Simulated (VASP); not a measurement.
Given:

```yaml
crystal:
  lattice:
    - [0.00000, 2.90707, 2.90707]
    - [2.90707, 0.00000, 2.90707]
    - [2.90707, 2.90707, 0.00000]
  atoms:
    - { symbol: Pb, position: [0.00000, 0.00000, 0.00000] }
    - { symbol: F, position: [0.25000, 0.25000, 0.25000] }
    - { symbol: F, position: [0.75000, 0.75000, 0.75000] }
```

All values below come from LDA (Ceperley-Alder, Perdew-Zunger), VASP's LDA PAW potentials (set 64) (plane waves; VASP). Settings: 520 eV cut-off, 7×7×7 Γ-centred mesh, Gaussian smearing of 0.050 eV, potentials Pb_d F.

### Question
What does the run give for the energy per atom (σ→0)?

### Answer

```json
{
 "energy per atom (σ→0)": "-5.318 eV/atom"
}
```

The absolute energy has meaning only against runs of the same code, potentials and settings.

The compound is PbF2 in the fluorite structure, the β form. It was relaxed first, which changed the volume by -6 %.
